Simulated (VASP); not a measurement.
Calculation: PBE GGA with spin-orbit coupling, VASP's PBE PAW potentials (set 64) (plane waves; VASP 6.6.1).

A VASP calculation is set up with these files.

### KPOINTS
```
Automatic mesh
0
Gamma
6 6 6
0 0 0
```

**INCAR**
```
! general
SYSTEM    =InP
PREC      =Accurate
ENCUT     =350
LREAL     =F
LASPH     =T

! electronic loop
EDIFF     =1E-6
NELM      =100
ALGO      =Normal
LMAXMIX   =4

! smearing
ISMEAR    =0
SIGMA     =0.05

! functional
GGA       =PE
GGA_COMPAT=F

! spin
MAGMOM    =0 0 0 0 0 0
LSORBIT   =T

! output
LWAVE     =T
LCHARG    =F
```

POSCAR:
```
InP
1.0
  0.0000000000   2.9743299722   2.9743299722
  2.9743299722   0.0000000000   2.9743299722
  2.9743299722   2.9743299722   0.0000000000
In P
1 1
direct
  0.0000000000   0.0000000000   0.0000000000
  0.2500000000   0.2500000000   0.2500000000
```

POTCAR, in this order: In_d P (PBE.64 set). Program: vasp_ncl.

The resulting files:

File OSZICAR:
```
       N       E                     dE             d eps       ncg     rms          rms(c)
DAV:   1     0.131316875753E+03    0.13132E+03   -0.66299E+03  1144   0.118E+03
DAV:   2     0.375613466689E+01   -0.12756E+03   -0.12350E+03  1166   0.323E+02
DAV:   3    -0.836580450783E+01   -0.12122E+02   -0.11997E+02  1480   0.119E+02
DAV:   4    -0.880917194310E+01   -0.44337E+00   -0.44233E+00  1426   0.241E+01
DAV:   5    -0.883485144001E+01   -0.25679E-01   -0.25677E-01  1804   0.498E+00    0.536E+00
DAV:   6    -0.844732345879E+01    0.38753E+00   -0.65393E-01  1568   0.152E+01    0.315E+00
DAV:   7    -0.842865653245E+01    0.18667E-01   -0.26703E-01  1752   0.391E+00    0.137E+00
DAV:   8    -0.842803213430E+01    0.62440E-03   -0.19408E-02  1626   0.213E+00    0.752E-01
DAV:   9    -0.842870899260E+01   -0.67686E-03   -0.20180E-03  1238   0.374E-01    0.210E-01
DAV:  10    -0.842884120316E+01   -0.13221E-03   -0.13455E-03  1602   0.668E-01    0.116E-01
DAV:  11    -0.842899889463E+01   -0.15769E-03   -0.44805E-04  1324   0.279E-01    0.184E-02
DAV:  12    -0.842900177237E+01   -0.28777E-05   -0.28369E-05  1566   0.511E-02    0.179E-02
DAV:  13    -0.842900273753E+01   -0.96515E-06   -0.44921E-06  1296   0.178E-02
   1 F= -.84290027E+01 E0= -.84290027E+01  d E =-.207841E-11  mag=     0.0000    -0.0000    -0.0000
```

**OUTCAR**
```
------------------------ aborting loop because EDIFF is reached ----------------------------------------
  FORCE on cell =-STRESS in cart. coord.  units (eV):
  Direction    XX          YY          ZZ          XY          YZ          ZX
  --------------------------------------------------------------------------------------
  Total       -0.0015449     -0.0015449     -0.0015449      0.0000000      0.0000000     -0.0000000
  in kB       -0.0470330     -0.0470330     -0.0470330      0.0000000      0.0000000     -0.0000000
  external PRESSURE =      -0.0470330 kB  Pullay stress =       0.0000000 kB
  volume of cell :       52.63
      direct lattice vectors                 reciprocal lattice vectors
     0.000000000  2.974329972  2.974329972    -0.168105087  0.168105087  0.168105087
     2.974329972  0.000000000  2.974329972     0.168105087 -0.168105087  0.168105087
     2.974329972  2.974329972  0.000000000     0.168105087  0.168105087 -0.168105087
  FREE ENERGIE OF THE ION-ELECTRON SYSTEM (eV)
  ---------------------------------------------------
  free  energy   TOTEN  =        -8.4290027375 eV

  energy  without entropy=       -8.4290027375  energy(sigma->0) =       -8.42900274

 Ion:    1  E_soc:     -0.0702663

 Ion:    2  E_soc:     -0.0010957
```
(Selected blocks of OUTCAR.)

The compound is InP in the zinc blende structure. It was relaxed first.
